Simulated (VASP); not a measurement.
Energy against volume of MgB₂ (AlB2 type). All values below come from PBE GGA with D4 dispersion, VASP's PBE PAW potentials (set 64) (plane waves; VASP 6.6.1). Run with 520 eV cut-off, 11×11×9 Γ-centred mesh, first-order Methfessel-Paxton smearing of 0.10 eV, potentials Mg B.

Shape and ions are relaxed at each volume.

| V (Å³/atom) | E (eV/atom) |
|---|---|
| 9.035 | -5.32416 |
| 9.314 | -5.32905 |
| 9.593 | -5.32602 |
| 9.873 | -5.31603 |

Problem. Fit these four points and predict the energy of the run at 8.755 Å³/atom.

Solution. A cubic in V^(−2/3), the third-order Birch-Murnaghan form, passes through the four points with V0 = 9.34 Å³/atom and B0 = 150 GPa, and gives -5.3101 eV/atom there. The run gave -5.3101 eV/atom, +0.0 meV/atom from the fit; all five points give B0 = 150 GPa.

The compound is MgB2 in the AlB2 type structure. It was relaxed first.
